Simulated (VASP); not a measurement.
```
KI
1.0
    0.00000     3.54686     3.54686
    3.54686     0.00000     3.54686
    3.54686     3.54686     0.00000
K I
1 1
Direct
  0.00000   0.00000   0.00000
  0.50000   0.50000   0.50000
```

Level of theory: r2SCAN meta-GGA, VASP's PBE PAW potentials (set 64) (plane waves; VASP). Run with PREC = Normal, EDIFF = 1E-5, 400 eV cut-off, 7×7×7 Γ-centred mesh, Gaussian smearing of 0.050 eV, potentials K_sv I.

Unless said otherwise, spin-orbit coupling is left out, though it shifts the bands of the heavy elements here.

### Question
Estimate the energy per atom (σ→0), band gap (on the k-mesh) with the smallest direct gap where there is one.

### Answer

| Item | Value |
|---|---|
| band gap (on the k-mesh) | 4.58 eV |
| smallest direct gap (on the k-mesh) | 4.58 eV |
| energy per atom (σ→0) | -16.991 eV/atom |

Only differences to runs with the same potentials and settings are physical.

The compound is KI in the rock salt structure. It was relaxed first.
